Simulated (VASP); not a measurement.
Computed with PBEsol GGA, VASP's PBE PAW potentials (set 64) (plane waves; VASP).

Input for VASP

**INCAR**
```
SYSTEM = HfB2
PREC = Accurate; ENCUT = 620; LREAL = .FALSE.
LASPH = .TRUE.
EDIFF = 1E-6; NELM = 100; ALGO = Normal
LMAXMIX = 6
ISMEAR = 1; SIGMA = 0.1
GGA = PS
IBRION = 2; NSW = 40; ISIF = 3
EDIFFG = -0.02
LWAVE = .FALSE.; LCHARG = .FALSE.
```

KPOINTS:
```
Automatic
0
Gamma
 11 11 9
```

### POSCAR
```
HfB2
1
    1.5622870174    -2.7059607190     0.0000000000
    1.5622870174     2.7059607190    -0.0000000000
    0.0000000000     0.0000000000     3.4543800322
Hf B
1 2
Direct
  0.0000000000   0.0000000000   0.0000000000
  0.3333330000   0.6666670000   0.5000000000
  0.6666670000   0.3333330000   0.5000000000
```

POTCAR, in this order: Hf_pv B (PBE.64 set). Program: vasp_std.

What will the output report for the number of irreducible k-points (NKPTS), largest plane-wave count, number of space-group operations, FFT grid (NGX, NGY, NGZ)?

| Property | Value |
|---|---|
| number of irreducible k-points (NKPTS) | 80 |
| largest plane-wave count | 1046 |
| number of space-group operations | 24 |
| FFT grid (NGX, NGY, NGZ) | 28 × 28 × 28 |

The compound is HfB2 in the AlB2 type structure. This run relaxes it. Symmetry was kept, so distortions that lower it aren't found.
